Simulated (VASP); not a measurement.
Crystal: LiSb7.

```xyz
8
Lattice="6.1211 0.0000 0.0000 -3.0606 5.3010 0.0000 0.0000 0.0000 7.0756" Properties=species:S:1:pos:R:3 pbc="T T T"
Li    0.0000    0.0000    3.5378
Sb    2.4965    0.0000    5.0688
Sb   -1.2482    2.1620    5.0688
Sb    1.8123    3.1390    5.0688
Sb    2.4965    0.0000    2.0068
Sb   -1.2482    2.1620    2.0068
Sb    1.8123    3.1390    2.0068
Sb    0.0000    0.0000    0.0000
```

The cell was built by a generator and needn't be a form met in nature.

The cell isn't the ideal one: random cell by space group and Wyckoff sites (P-62m, No. 189).

```yaml
Program: VASP 6.6.1
Task: relaxation of cell and atoms
Functional: PBE
Potentials_or_basis: VASP PAW PBE potentials, release 64 (Li_sv, Sb)
Cutoff: 600 eV
k_mesh: 3 × 3 × 4
Occupations: gaussian, width 0.1 eV
Spin: no spin polarisation
```

At the start: pressure -0.3 GPa; volume 28.70 Å³/atom.

Q: How do energy, volume and symmetry change on relaxing?

A: Over 23 steps the energy falls by 35.5 meV/atom and the volume is 27.69 Å³/atom (-3.5 %); space group P-62m (No. 189, to 0.05 Å).

The path:
```csv
step,energy change (eV),largest force (eV/Å),pressure (GPa),volume (Å³)
1,0.0000,0.3382,-0.31,229.59
2,-0.0361,0.2440,-0.08,227.72
3,-0.0532,0.1368,0.31,225.39
4,-0.0701,0.1062,-0.12,226.91
5,-0.0835,0.0630,-0.98,230.22
6,-0.0905,0.0565,-0.93,229.82
7,-0.1094,0.0351,-0.77,228.59
8,-0.1434,0.0252,-0.44,226.08
9,-0.1997,0.1370,0.49,220.86
10,-0.0975,0.2512,3.02,209.64
11,-0.2156,0.1972,0.99,218.30
12,-0.2288,0.2058,0.88,218.32
13,-0.2343,0.2122,0.76,218.31
14,-0.2345,0.2139,0.74,218.30
15,-0.2412,0.2028,0.52,219.21
16,-0.2535,0.1723,-0.10,221.93
17,-0.2428,0.1227,-1.27,227.44
18,-0.2553,0.1577,-0.43,223.39
19,-0.2623,0.1392,-0.39,223.24
20,-0.2774,0.0818,-0.27,222.78
21,-0.2779,0.0662,0.01,221.85
22,-0.2828,0.0328,-0.14,222.31
23,-0.2840,0.0134,0.05,221.53
```

Final structure:
```
Li Sb
1.0
     6.33033    0.00000    0.00000
    -3.16516    5.48222    0.00000
     0.00000    0.00000    6.38340
Li Sb
1 7
Cartesian
  0.0000 0.0000 3.1917
  2.7359 0.0000 4.7475
  4.9624 2.3694 4.7475
  1.7972 3.1129 4.7475
  2.7359 0.0000 1.6359
  4.9624 2.3694 1.6359
  1.7972 3.1129 1.6359
  0.0000 0.0000 0.0000
```

Caveat: the k mesh is coarse (spacing up to 0.40 Å⁻¹), so the values aren't converged; the cutoff is under 1.25 times the usual one of these potentials, so pressure, stress and relaxed cells hold a basis-set (Pulay) error.
